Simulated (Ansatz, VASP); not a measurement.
## GaH2N (H-GaN-H chair, 1 layer) in two plane-wave programs

Wanted: the spread between two codes on one cell, functional and k mesh. Of the first pair: The structure shown is the start of the Ansatz relaxation below; VASP solves that cell, so the two are compared at the walk's first step.

Method: plane waves, with VASP 6.6.1 beside it; single point at PBE, in Ansatz 0.2.0.

## (1) The starting structure

The cell holds 4 atoms: 2 H, 1 N and 1 Ga. Its edges and angles: a = 3.184 Å, b = 3.185 Å, c = 19.193 Å, α = 90.0°, β = 90.0°, γ = 120.0°. Vacuum lies along c.

Structure file:

```cif
data_structure
_symmetry_space_group_name_H-M 'P 1'
_symmetry_Int_Tables_number 1
_cell_length_a 3.1845
_cell_length_b 3.1845
_cell_length_c 19.1933
_cell_angle_alpha 90.000
_cell_angle_beta 90.000
_cell_angle_gamma 120.000
_cell_volume 168.56
loop_
_atom_site_label
_atom_site_type_symbol
_atom_site_fract_x
_atom_site_fract_y
_atom_site_fract_z
_atom_site_occupancy
H1 H 0.66667 0.33333 0.41681 1
H2 H 0.33333 0.66667 0.58319 1
N3 N 0.66667 0.33333 0.46995 1
Ga4 Ga 0.33333 0.66667 0.50347 1
```

## (2) Ansatz: relaxation, PBE

Ansatz runs on its default PAW (the set named soft_2) files.

The two programs are compared at the cell with which this relaxation starts, whose forces are those of its first step.

Input file input.yaml:

```yaml
crystal:
  lattice:
    - [3.1845, 0.0, 0.0]
    - [-1.59225, 2.7578578984, 0.0]
    - [0.0, 0.0, 19.1933333333]
  atoms:
    - { symbol: H, position: [0.6666666667, 0.3333333333, 0.4168113928] }
    - { symbol: "N", position: [0.6666666667, 0.3333333333, 0.4699548454] }
    - { symbol: Ga, position: [0.3333333333, 0.6666666667, 0.5034734283] }
    - { symbol: H, position: [0.3333333333, 0.6666666667, 0.5831886072] }
kpoints:
  mp_grid: { grid: [12, 12, 1] }
hamiltonian:
  xc: pbe
scf:
  occupations: { method: fermi_dirac, width: 0.05 }
  convergence: { dr2_threshold: 1.0e-08 }
efield:
  axis: 3
  dipole_correction: true
  ramp_position: 0.97
  ramp_width: 0.04
relax:
  f_tol: 0.01
  cell: { fix: [c, alpha, beta] }
output:
  write_potential: true
  write_density: true
  volumetric_format: npy
```

Run with:

```console
$ ansatz run input.yaml --threads 2 --pin off --max-ram 4096MiB --backend cpu --events-out ev --progress --plain --runs-dir out
```

Numbers of over 12 decimals in the logs are rounded to 6 here.

Log:

```text
Warning: relax.cell: scf.convergence.dr2_threshold = 1e-8 eV is looser than the 4e-10 eV advised for a relaxation that steers and ends on the stress (1e-10 eV for each atom of the cell: 4). What an SCF threshold leaves in a stress goes as its square root, and in the free energy as the threshold itself, and one threshold admits the most on a small cell: [figures from the program's tests cut] Set scf.convergence.dr2_threshold to 4e-10 eV or tighter. The threshold is an SCF's pass mark: one that does not reach it within its budget of iterations ends unconverged, or closes short of it on a stop that the run arms, and scf.convergence.dr2_threshold's page says what that costs each kind of run
Engine: ansatz 0.2.0, aarch64-unknown-linux-gnu
Pseudopotentials: kind: paw
Pseudopotential: H, paw, valence charge 1, recommended cutoff 420 eV (normal), H.paw.azcp
Pseudopotential: N, paw, valence charge 5, recommended cutoff 420 eV (normal), N.paw.azcp
Pseudopotential: Ga, paw, valence charge 13, recommended cutoff 420 eV (normal), Ga.paw.azcp
Functional definition: PBE
  parameter kappa = 0.804
  parameter beta = 0.066725
  exchange = pbe_x(kappa = kappa, mu = beta*pi^2/3)
  correlation = pbe_c(beta = beta)
Crystal: 4 atoms, lattice volume = 168.564 Å³
Basis set: ecut = 420 eV, 3317 PW (Γ), exchange–correlation on 48×48×270 points (8 copies of the dense FFT grid, shifted against one another)
Bands: 14, of which v1, the nominal top of the filled ones, is band 10 counted from 1 (9 counted from 0)
Symmetry: 6 space group operations
Space group: P3m1 (ITA 156), of the structure as read, at distance tolerance 5.5e-5 Å
k-points: 19 of 144 (time reversal used)
Non-local potential: H, projectors of the file, l = 0: 2, l = 1: 1
Non-local potential: N, projectors of the file, l = 0: 2, l = 1: 2, l = 2: 1
Non-local potential: Ga, projectors of the file, l = 0: 2, l = 1: 2, l = 2: 3, l = 3: 1
PAW form: soft (Blöchl's): semilocal exchange-correlation on the pseudo side does not see the compensation charge
PAW one-centre angular grid: H, 110 points (default); XC on 64 Gauss nodes
PAW one-centre angular grid: N, 110 points (default); XC on 64 Gauss nodes
PAW one-centre angular grid: Ga, 590 points (default); XC on 64 Gauss nodes
Initial density: superposition of atomic densities (neutral atoms: chi_scale 0, normalization atom), corrected by the library's trained network
Initial wavefunctions: pseudopotential atomic-orbital guess
Functional: x = pbe(κ = 0.804, μ = 0.219515), c = pbe(β = 0.066725)
SCF iter   1: F=—  HF=-4199.554158 eV  |F-HF|=—  |Δ(HF+E_count)|=         —  Δρ=1.61e-3  dr2=6.26e-3  ethr=1.77e-3  p=-0.153 e·Å  D=-1.64e-1 V/Å  ΔV_dip=3.15 eV  dr2_dipole=1.49e-3  V_vac-E_F(+/−)=6.19/3.04 eV  ⟨swp⟩=6.9  Hψ=1693  notcnv=0
efield: sawtooth ramp at fractional position 0.9700 (set: `efield.ramp_position`, or a place that a band, a saddle search or an elastic batch's reference lends), width 0.0400; the density the first Hamiltonian is built on has a dipole p = -0.153 e·Å; the dipole correction subtracts the counter field D = -1.64e-1 V/Å, which shifts the + side's vacuum level by +3.15 eV against the − side's; the planar-averaged density in the ramp window peaks in size at 2.4e-5 e/Å³
preconditioner: auto → none  [insulator: Δε(μ)=3.081 eV  Ē_g=15.643 eV  σ=0.050 eV  W_gap=1.00  n_scr=10 (ndim 8)  ℏωp=12.8 eV  f_vac=0.726  D(μ)=0.00/eV (n_scr^D=0)  ε∞_Penn≈1.7]
SCF iter   2: F=—  HF=-4199.555103 eV  |F-HF|=—  |Δ(HF+E_count)|=   9.45e-4  Δρ=9.99e-4  dr2=2.63e-3  ethr=3.13e-5  p=-0.179 e·Å  D=-1.92e-1 V/Å  ΔV_dip=3.69 eV  dr2_dipole=1.23e-5  V_vac-E_F(+/−)=6.45/2.76 eV  ⟨swp⟩=2.2  Hψ=589  notcnv=0
SCF iter   3: F=—  HF=-4199.555351 eV  |F-HF|=—  |Δ(HF+E_count)|=   2.48e-4  Δρ=4.06e-4  dr2=1.02e-3  ethr=1.31e-5  p=-0.177 e·Å  D=-1.90e-1 V/Å  ΔV_dip=3.64 eV  dr2_dipole=3.56e-4  V_vac-E_F(+/−)=6.33/2.70 eV  ⟨swp⟩=2.3  Hψ=450  notcnv=0
SCF iter   4: F=—  HF=-4199.555162 eV  |F-HF|=—  |Δ(HF+E_count)|=   1.89e-4  Δρ=9.19e-5  dr2=1.20e-5  ethr=5.09e-6  p=-0.187 e·Å  D=-2.01e-1 V/Å  ΔV_dip=3.85 eV  dr2_dipole=2.68e-7  V_vac-E_F(+/−)=6.45/2.59 eV  ⟨swp⟩=2.1  Hψ=406  notcnv=0
SCF iter   5: F=—  HF=-4199.555182 eV  |F-HF|=—  |Δ(HF+E_count)|=   1.97e-5  Δρ=3.72e-5  dr2=1.34e-6  ethr=6.02e-8  p=-0.188 e·Å  D=-2.01e-1 V/Å  ΔV_dip=3.87 eV  dr2_dipole=1.71e-10  V_vac-E_F(+/−)=6.46/2.59 eV  ⟨swp⟩=2.0  Hψ=489  notcnv=0
SCF iter   6: F=—  HF=-4199.555175 eV  |F-HF|=—  |Δ(HF+E_count)|=   6.24e-6  Δρ=9.65e-6  dr2=1.15e-7  ethr=6.70e-9  p=-0.188 e·Å  D=-2.02e-1 V/Å  ΔV_dip=3.87 eV  dr2_dipole=5.77e-9  V_vac-E_F(+/−)=6.46/2.59 eV  ⟨swp⟩=2.1  Hψ=454  notcnv=0
[...]
efield: sawtooth ramp at fractional position 0.9700 (set: `efield.ramp_position`, or a place that a band, a saddle search or an elastic batch's reference lends), width 0.0400; the density the first Hamiltonian is built on has a dipole p = -0.164 e·Å; the dipole correction subtracts the counter field D = -1.72e-1 V/Å, which shifts the + side's vacuum level by +3.31 eV against the − side's; the planar-averaged density in the ramp window peaks in size at 8.5e-6 e/Å³
[...]
preconditioner: auto → none  [insulator: Δε(μ)=2.957 eV  Ē_g=15.302 eV  σ=0.050 eV  W_gap=1.00  n_scr=10 (ndim 8)  ℏωp=12.6 eV  f_vac=0.724  D(μ)=0.00/eV (n_scr^D=0)  ε∞_Penn≈1.7]
SCF iter   2: F=—  HF=-4199.623658 eV  |F-HF|=—  |Δ(HF+E_count)|=   2.24e-3  Δρ=9.41e-5  dr2=8.15e-7  ethr=1.19e-8  p=-0.164 e·Å  D=-1.72e-1 V/Å  ΔV_dip=3.29 eV  dr2_dipole=2.59e-8  V_vac-E_F(+/−)=5.95/2.65 eV  ⟨swp⟩=2.6  Hψ=534  notcnv=0
SCF iter   3: F=—  HF=-4199.624689 eV  |F-HF|=—  |Δ(HF+E_count)|=   1.03e-3  Δρ=3.28e-5  dr2=5.27e-7  ethr=4.07e-9  p=-0.164 e·Å  D=-1.72e-1 V/Å  ΔV_dip=3.30 eV  dr2_dipole=6.94e-8  V_vac-E_F(+/−)=5.95/2.65 eV  ⟨swp⟩=2.9  Hψ=521  notcnv=0
SCF iter   4: F=—  HF=-4199.624908 eV  |F-HF|=—  |Δ(HF+E_count)|=   2.19e-4  Δρ=5.99e-6  dr2=3.03e-8  ethr=2.63e-9  p=-0.164 e·Å  D=-1.72e-1 V/Å  ΔV_dip=3.29 eV  dr2_dipole=4.97e-9  V_vac-E_F(+/−)=5.94/2.65 eV  ⟨swp⟩=2.8  Hψ=505  notcnv=0
iter 5 met the thresholds in force, and the SCF goes on: an eigenvalue changes by 11.30 meV, over its tolerance of 3.16 meV (output.eigenvalues, Limitations)
SCF iter   5: F=-4199.624925 eV  HF=-4199.624924 eV  |F-HF|=1.45e-6  |Δ(HF+E_count)|=   1.57e-5  Δρ=1.46e-6  dr2=1.20e-9  ethr=5.00e-11  p=-0.164 e·Å  D=-1.72e-1 V/Å  ΔV_dip=3.30 eV  dr2_dipole=3.18e-11  V_vac-E_F(+/−)=5.94/2.65 eV  ⟨swp⟩=13.4  Hψ=2095  notcnv=0
iter 6 met the thresholds in force, and the SCF goes on: an eigenvalue changes by 3.90 meV, over its tolerance of 3.16 meV (output.eigenvalues, Limitations)
SCF iter   6: F=-4199.624925 eV  HF=-4199.624925 eV  |F-HF|=3.01e-7  |Δ(HF+E_count)|=   1.15e-6  Δρ=4.81e-7  dr2=1.43e-10  ethr=5.99e-12  p=-0.164 e·Å  D=-1.72e-1 V/Å  ΔV_dip=3.30 eV  dr2_dipole=4.52e-12  V_vac-E_F(+/−)=5.94/2.65 eV  ⟨swp⟩=7.1  Hψ=1819  notcnv=0
Mixer restart at iter 6: flushing history
SCF iter   7: F=-4199.624925 eV  HF=-4199.624925 eV  |F-HF|=2.16e-10  |Δ(HF+E_count)|=   3.01e-7  Δρ=2.66e-7  dr2=1.68e-10  ethr=1.00e-12  p=-0.164 e·Å  D=-1.72e-1 V/Å  ΔV_dip=3.30 eV  dr2_dipole=1.87e-11  V_vac-E_F(+/−)=5.94/2.65 eV  ⟨swp⟩=6.4  Hψ=1701  notcnv=0
SCF 5 converged in 7 iterations: F = -4199.624925 eV  dr2 = 1.68e-10
relax step   5: F+E_penalty+E_count = -4199.62492514 eV  Δ(F+E_penalty+E_count) = -2.777e-3 eV  max|allowed force component| = 3.574e-3 eV/Å  Δτ_max = 0.0000 Å  P = +0.027 GPa  Ω = 172.610 Å³  fix = [c, alpha, beta]  reactions: c +0.004 GPa  stress off target by 3.84e-2 GPa on what of the cell is left free  SCF on the basis re-selected at this cell (its energy is not comparable with the rows above)  (7 SCF iters)
basis re-selected at this cell: Δ(F+E_penalty+E_count) = -2.777e-3 eV, ΔP = +0.020 GPa vs the last step (what re-selecting the basis moved, of the pressure what is left beyond the Pulay correction that the steps carried, after the strain that the cell walked since its last selection, with what the two solves' SCF thresholds leave and, on support functions, any second-order correction that the steps lacked; it is no m [...]
SCF converged after 7 iterations
an eigenvalue changed by more than its tolerance at an iteration that met the thresholds in force, so the SCF went on 2 times, its first undamped step at iteration 6: the last check found none over its tolerance
Free energy (F): -4199.624925 eV
Harris-Foulkes:  -4199.624925 eV  (|F-HF|=2.16e-10)
Internal energy: -4199.624925 eV  (E = F + TS)
E sigma→0 (E₀):  -4199.624925 eV
Fermi energy:    -2.115743 eV
Dipole field:    D = -0.171674 V/Å  (p = -0.163760 e·Å, saw-weighted, corrected)
Work function:   Φ+ = 5.9435 eV   Φ− = 2.6485 eV
Levels:          The Fermi level and band energies are counted from a zero that moves with the ramp; work functions are not
--- Per-component energies (eV) ---
  E_band       = -248.638555
  E_kinetic    = 273.378688
  E_local      = -11878.455608  (includes V_loc(G=0)·N_el)
  E_nonlocal   = 475.664381
  E_hartree    = 5736.053936
  E_xc         = -146.052501
  E_vxc        = -156.163922  (∫ρ·V_xc dr)
  E_paw        = -2119.589339  (= ΣΔE_a)
  E_vpaw       = -435.549111  (= ΣTr[D̂ρ^β])
  E_aug_tail   = -0.002501  (compensation charges beyond the density's cutoff)
  E_efield     = 0.014057  (sawtooth field / dipole correction)
  E_vefield    = 0.381735  (∫n·V_field dr)
  E_ewald      = 3459.363963
  E_smearing   = -0.000000  (= −TS)
  E_closure    = -0.000000  (closes the sum)
  Σ components = -4199.624925   (vs F -4199.624925, Δ=0.00e0)
--- Forces (eV/Å), atoms counted from 1 ---
  atom   1  H      0.00000000     0.00000000    -0.00356842
  atom   2  N     -0.00000000     0.00000000     0.00110987
  atom   3  Ga     0.00000000     0.00000000     0.00320421
  atom   4  H      0.00000000    -0.00000000    -0.00072465
  max |Σ_I F_I| component: 2.10e-5 eV/Å
--- Stress (GPa, compression-positive) ---
        0.038434       0.000000      -0.000000
        0.000000       0.038434      -0.000000
       -0.000000      -0.000000       0.003766
  P = ⅓ Tr σ = 0.0269 GPa (0.269 kbar)
--- Band table (eV; the first three rows and the last of 19) ---
  k-point 0: bands = [... 6 lower, -10.2326, -5.3208, -3.6329, -3.6329, -0.6504, 0.7742, 1.6068, 3.0163]
  k-point 1: bands = [... 6 lower, -10.1741, -5.3089, -4.0492, -3.7247, -0.4195, 0.9984, 1.7872, 3.1209]
  k-point 2: bands = [... 6 lower, -10.0081, -5.4947, -4.7152, -3.9657, 0.0515, 1.5273, 2.2870, 3.4204]
  k-point 18: bands = [... 6 lower, -8.6234, -8.1042, -6.8189, -4.1727, 2.9129, 3.7786, 4.9437, 5.0500]
--- Relaxed structure (4 steps of the walk, 4 accepted, 1 SCFs on fresh bases) ---
  F+E_penalty+E_count = -4199.62492514 eV   max|allowed force component| = 3.574e-3 eV/Å   (the final SCF, on the basis selected at the relaxed cell)
  cell:  # Å, volume = 172.6096 Å³
    - [3.222493, 0, 0]
    - [-1.611246, 2.790761, 0]
    - [0, 0, 19.1933333333]
  atoms:
    - { symbol: H, position: [0.666667, 0.333333, 0.414447] }
    - { symbol: N, position: [0.666667, 0.333333, 0.467841] }
    - { symbol: Ga, position: [0.333333, 0.666667, 0.505211] }
    - { symbol: H, position: [0.333333, 0.666667, 0.585930] }
```

## (3) VASP: single point, PBE, start cell, pair 1

The same cell, functional, mesh and smearing now go to VASP, with its own data sets.

Lines of VASP's logs that name or quote its potential files are left out, and so is its time.

Input file INCAR:

```
SYSTEM = GaH2N
PREC = Accurate
ENCUT = 520
EDIFF = 1E-06
NELM = 120
ISMEAR = -1
SIGMA = 0.05
LREAL = .FALSE.
ALGO = Normal
GGA = PE
NBANDS = 16
LORBIT = 11
LWAVE = .FALSE.
LCHARG = .FALSE.
ISIF = 2
LDIPOL = .TRUE.
IDIPOL = 3
DIPOL = 0.5 0.5 0.493
LVHAR = .TRUE.
LASPH = .TRUE.
GGA_COMPAT = .FALSE.
EFERMI = MIDGAP
NELMDL = -8
```

Input file POSCAR:

```
GaH2N
1.0
    3.1845000000      0.0000000000      0.0000000000
   -1.5922500000      2.7578580000      0.0000000000
    0.0000000000      0.0000000000     19.1933330000
H N Ga
2 1 1
Direct
    0.6666666667      0.3333333333      0.4168114001
    0.3333333333      0.6666666667      0.5831885999
    0.6666666667      0.3333333333      0.4699548536
    0.3333333333      0.6666666667      0.5034734197
```

Input file KPOINTS:

```
Automatic mesh
0
Gamma
12 12 1
0 0 0
```

PAW data sets: H, N and Ga_d (PBE family, release 64).

Run with:

```console
$ mpirun -np 1 vasp_std
```

Log:

```text
[banner, memory and clock lines left out]
running    1 mpi-ranks, on    1 nodes
 distrk:  each k-point on    1 cores,    1 groups
 distr:  one band on    1 cores,    1 groups

 POSCAR found type information on POSCAR H N Ga
 POSCAR found :  3 types and       4 ions
 LDA part: xc-table for (Slater+PW92), standard interpolation
 POSCAR, INCAR and KPOINTS ok, starting setup
 FFT: planning ... GRIDC
 FFT: planning ... GRID_SOFT
 FFT: planning ... GRID
 WAVECAR not read
 entering main loop
       N       E                     dE             d eps       ncg     rms          rms(c)
DAV:   1     0.131777485592E+03    0.13178E+03   -0.90253E+03   608   0.110E+03
DAV:   2    -0.174592383234E+01   -0.13352E+03   -0.12603E+03   752   0.261E+02
DAV:   3    -0.209568812940E+02   -0.19211E+02   -0.19068E+02   760   0.982E+01
DAV:   4    -0.216988693062E+02   -0.74199E+00   -0.74144E+00   832   0.234E+01
DAV:   5    -0.217061197853E+02   -0.72505E-02   -0.72500E-02   816   0.191E+00
DAV:   6    -0.217062125352E+02   -0.92750E-04   -0.92750E-04   872   0.269E-01
DAV:   7    -0.217062139833E+02   -0.14481E-05   -0.14481E-05   848   0.259E-02
DAV:   8    -0.217062140619E+02   -0.78600E-07   -0.78579E-07   680   0.552E-03    0.900E+00
DAV:   9    -0.190815103082E+02    0.26247E+01   -0.79735E+00   960   0.362E+01    0.345E+00
DAV:  10    -0.189638836159E+02    0.11763E+00   -0.99236E-01   864   0.768E+00    0.246E+00
DAV:  11    -0.188553575997E+02    0.10853E+00   -0.34388E-01   888   0.632E+00    0.611E-01
DAV:  12    -0.188372355207E+02    0.18122E-01   -0.92862E-02   992   0.397E+00    0.276E-01
DAV:  13    -0.188306878766E+02    0.65476E-02   -0.93745E-03   856   0.118E+00    0.104E-01
DAV:  14    -0.188272641515E+02    0.34237E-02   -0.23153E-03   792   0.374E-01    0.854E-02
[...]
DAV:  19    -0.188286652063E+02   -0.30439E-03   -0.10267E-04   704   0.961E-02    0.112E-02
DAV:  20    -0.188287381727E+02   -0.72966E-04   -0.16980E-05   680   0.417E-02    0.528E-03
DAV:  21    -0.188288201615E+02   -0.81989E-04   -0.13885E-05   656   0.191E-02    0.217E-03
DAV:  22    -0.188288400856E+02   -0.19924E-04   -0.97373E-07   568   0.814E-03    0.148E-03
DAV:  23    -0.188288631026E+02   -0.23017E-04   -0.11851E-06   552   0.451E-03    0.969E-04
DAV:  24    -0.188288679767E+02   -0.48741E-05   -0.27550E-07   672   0.611E-03    0.503E-04
DAV:  25    -0.188288695120E+02   -0.15354E-05   -0.81149E-08   584   0.404E-03    0.186E-04
DAV:  26    -0.188288702915E+02   -0.77945E-06   -0.26437E-08   512   0.130E-03
   1 F= -.18828870E+02 E0= -.18828870E+02  d E =-.110567E-13
```

Parts of OUTCAR (step 3):

```text
ion  position               nearest neighbor table
   1  0.667  0.333  0.417-   3 1.02
   2  0.333  0.667  0.583-   4 1.53
   3  0.667  0.333  0.470-   1 1.02   4 1.95   4 1.95   4 1.95
   4  0.333  0.667  0.503-   2 1.53   3 1.95   3 1.95   3 1.95

  LATTYP: Found a hexagonal cell.
 ALAT       =     3.1845000000
 C/A-ratio  =     6.0271103784

 Subroutine GETGRP returns: Found  6 space group operations
 (whereof  6 operations were pure point group operations)

The static configuration has the point symmetry C_3v.

 Found     19 irreducible k-points:

   k-points           NKPTS =     19   k-points in BZ     NKDIM =     19   number of bands    NBANDS=     16

   dimension x,y,z NGX =    24 NGY =   24 NGZ =  144
   dimension x,y,z NGXF=    48 NGYF=   48 NGZF=  288

   ENCUT  =  520.0 eV  38.22 Ry    6.18 a.u.   5.92  5.92 35.69*2*pi/ulx,y,z

   NELECT =      20.0000    total number of electrons

 k-points in reciprocal lattice and weights: Automatic mesh
   0.00000000  0.00000000  0.00000000       0.007
   0.08333333 -0.00000000  0.00000000       0.042
   0.16666667  0.00000000  0.00000000       0.042
   0.25000000 -0.00000000  0.00000000       0.042
   0.33333333 -0.00000000  0.00000000       0.042
   0.41666667 -0.00000000  0.00000000       0.042
   0.50000000 -0.00000000  0.00000000       0.021
   0.08333333  0.08333333  0.00000000       0.042
   0.16666667  0.08333333  0.00000000       0.083
[...]
0.33333333  0.25000000  0.00000000       0.083
   0.33333333  0.33333333  0.00000000       0.014

 dipolmoment           0.000000      0.000000      0.189376 electrons x Angstroem

 average (electrostatic) potential at core
       1 -42.4011       2 -37.6498       3 -71.5463       4 -72.1381

 E-fermi :  -2.9497

 k-point     1 :       0.0000    0.0000    0.0000
  band No.  band energies     occupation
    ...
      6     -16.4744      2.00000
      7     -10.9560      2.00000
      8      -5.6234      2.00000
      9      -4.4636      2.00000
     10      -4.4636      2.00000
     11      -1.4358      0.00000
     12       0.0446      0.00000
     13       0.8780      0.00000
     14       2.3187      0.00000
     15       2.9920      0.00000
    ...

 k-point     2 :       0.0833   -0.0000    0.0000
  band No.  band energies     occupation
    ...
      6     -16.4702      2.00000
      7     -10.8974      2.00000
      8      -5.6451      2.00000
      9      -4.8549      2.00000
     10      -4.5640      2.00000
     11      -1.2282      0.00000
     12       0.2683      0.00000
     13       1.1014      0.00000
     14       2.4479      0.00000
     15       3.1297      0.00000
    ...

 k-point     3 :       0.1667    0.0000    0.0000
  band No.  band energies     occupation
    ...
      6     -16.4439      2.00000
      7     -10.7328      2.00000
      8      -6.1735      2.00000
      9      -5.2061      2.00000
     10      -4.8270      2.00000
     11      -0.7832      0.00000
     12       0.7796      0.00000
     13       1.7013      0.00000
     14       2.8109      0.00000
     15       3.5092      0.00000
    ...

  Total        1.4737382      1.4737383      1.6679645      0.0000000      0.0000000      0.0000000
  in kB       14.0077171     14.0077182     15.8538172      0.0000000      0.0000000      0.0000000
  external PRESSURE =      14.6230841 kB  Pullay stress =       0.0000000 kB

  energy-cutoff  :      520.00
  volume of cell :      168.56
      direct lattice vectors                 reciprocal lattice vectors
     3.184500000  0.000000000  0.000000000     0.314021039  0.181300125  0.000000000
    -1.592250000  2.757858000  0.000000000     0.000000000  0.362600250  0.000000000
     0.000000000  0.000000000 19.193333000     0.000000000  0.000000000  0.052101425

 POSITION                                       TOTAL-FORCE (eV/Angst)
 -----------------------------------------------------------------------------------
      1.59225      0.91929      8.00000        -0.000000     -0.000000     -0.347977
     -0.00000      1.83857     11.19333        -0.000000     -0.000000      0.303969
      1.59225      0.91929      9.02000        -0.000000      0.000000     -0.995117
     -0.00000      1.83857      9.66333         0.000000     -0.000000      1.039125
 -----------------------------------------------------------------------------------
    total drift:                                0.000001     -0.000001      0.000118

  FREE ENERGIE OF THE ION-ELECTRON SYSTEM (eV)
  ---------------------------------------------------
  free  energy   TOTEN  =       -18.8288702915 eV

  energy  without entropy=      -18.8288702915  energy(sigma->0) =      -18.82887029

 vacuum level on the upper side and lower side of the slab         3.574        -0.327

 total charge
# of ion       s       p       d       tot
------------------------------------------
    1        0.648   0.085   0.000   0.733
    2        0.549   0.011   0.000   0.560
    3        1.227   2.613   0.000   3.840
    4        0.831   0.957  10.129  11.917
--------------------------------------------------
tot          3.256   3.665  10.129  17.050

[... 3 further parts left out ...]
```

[end of part 1 of 2]

[Lines on the potential files, build, host, timing and source positions are cut from VASP's logs without a mark.]

[Logs are printed without paths, hosts, clocks, repeated set-up lines and the standing remarks that a program may print on its own settings, such as how far it seeks lower states.]

[Hosts, paths, dates, database ids (printed as entryN), source tags and the programs' standing remarks are cut or masked in the printed files.]
